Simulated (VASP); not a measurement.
Input:

```xyz
1
Lattice="0.0000 2.0666 2.0666 2.0666 0.0000 2.0666 2.0666 2.0666 0.0000" Properties=species:S:1:pos:R:3 pbc="T T T"
Ti     0.0000     0.0000     0.0000
```

Calculation: r2SCAN meta-GGA, VASP's PBE PAW potentials (set 64) (plane waves; VASP). Settings: 400 eV cut-off, 14×14×14 Γ-centred mesh, first-order Methfessel-Paxton smearing of 0.10 eV, potentials Ti_sv.

The ions, cell shape and volume are relaxed. Predict the relaxed structure.

```xyz
1
Lattice="0.0000 2.0550 2.0550 2.0550 0.0000 2.0550 2.0550 2.0550 0.0000" Properties=species:S:1:pos:R:3 pbc="T T T"
Ti     0.0000     0.0000     0.0000
```
Space group Fm-3m (225), at a tolerance of 0.03 Å.

How do energy and volume change from the first to the last step?

The energy (σ→0) changes by -1.7 meV/atom and the volume by -1.7 %, in 3 ionic steps.

```json
[
 {"step": "1", "E(σ→0) (eV)": "-12.8701", "max force (eV/Å)": "0.000", "pressure (GPa)": "-1.89", "volume (Å³)": "17.65"},
 {"step": "2", "E(σ→0) (eV)": "-12.8706", "max force (eV/Å)": "0.000", "pressure (GPa)": "1.54", "volume (Å³)": "17.13"},
 {"step": "3", "E(σ→0) (eV)": "-12.8717", "max force (eV/Å)": "0.000", "pressure (GPa)": "0.01", "volume (Å³)": "17.36"}
]
```

The structure was generated: Ti was put into the fcc type (Fm-3m), which need not be its known phase. This run relaxes it. Symmetry was kept, so distortions that lower it aren't found.
